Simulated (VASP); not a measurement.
A convergence study with VASP on NiSb (NiAs type): one setting is varied, all else stays as given below, so the limit is that of these other settings. Each run relaxes cell and ions from the cell shown. The basis is that of the starting cell, so low cut-offs carry a Pulay error.

```
NiSb
1.0
    1.96500    -3.40348     0.00000
    1.96500     3.40348     0.00000
    0.00000     0.00000     5.13000
Ni Sb
2 2
Cartesian
  0.00000   0.00000   2.56500
  0.00000   0.00000   0.00000
  1.96500   1.13450   1.28250
  1.96500  -1.13450   3.84750
```

Method: PBE GGA, VASP's PBE PAW potentials (set 64) (plane waves; VASP). The tightest run used: 700 eV cut-off, 8×8×6 Γ-centred mesh, first-order Methfessel-Paxton smearing of 0.10 eV, potentials Ni Sb.

```tsv
setting	relaxed volume (Å³/atom)	E (eV/atom)	plane waves
ENCUT = 200	15.369	-5.0590	456
ENCUT = 250	17.117	-5.0640	626
ENCUT = 300	17.631	-5.0812	855
ENCUT = 350	17.622	-5.0793	1036
ENCUT = 400	17.612	-5.0773	1266
```

**Question.** These are the cheaper rows. Estimate the results at ENCUT = 700, and how far the last row shown lies from them.

**Answer.** 
```
quantity                  tightest run  last row shown is off by
------------------------  ------------  ------------------------
relaxed volume (Å³/atom)        17.644                    -0.032
E (eV/atom)                    -5.0774                    0.0001
```

Left out are rungs that failed or repeat a setting and relaxations that didn't move; long series are thinned to 24 rows.

The compound is NiSb in the NiAs type structure. The run is not spin-polarised, so no magnetic state was tried.
